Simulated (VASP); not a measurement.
Energy against volume of Os (hcp). All values below come from revPBE GGA, VASP's PBE PAW potentials (set 64) (plane waves; VASP 6.6.1). Numerical set-up: 520 eV cut-off, 15×15×9 Γ-centred mesh, first-order Methfessel-Paxton smearing of 0.10 eV, potentials Os.

Shape and ions are relaxed at each volume.

| V (Å³/atom) | E (eV/atom) |
|---|---|
| 13.505 | -10.66191 |
| 13.936 | -10.71714 |
| 14.368 | -10.73420 |
| 14.799 | -10.71936 |

Task: Fit these four points and predict the energy of the run at 15.230 Å³/atom.

Result: A cubic in V^(−2/3), the third-order Birch-Murnaghan form, passes through the four points with V0 = 14.37 Å³/atom and B0 = 393 GPa, and gives -10.6780 eV/atom there. The run gave -10.6779 eV/atom, +0.2 meV/atom from the fit; all five points give B0 = 394 GPa.

The compound is Os in the hcp structure. It was relaxed first.
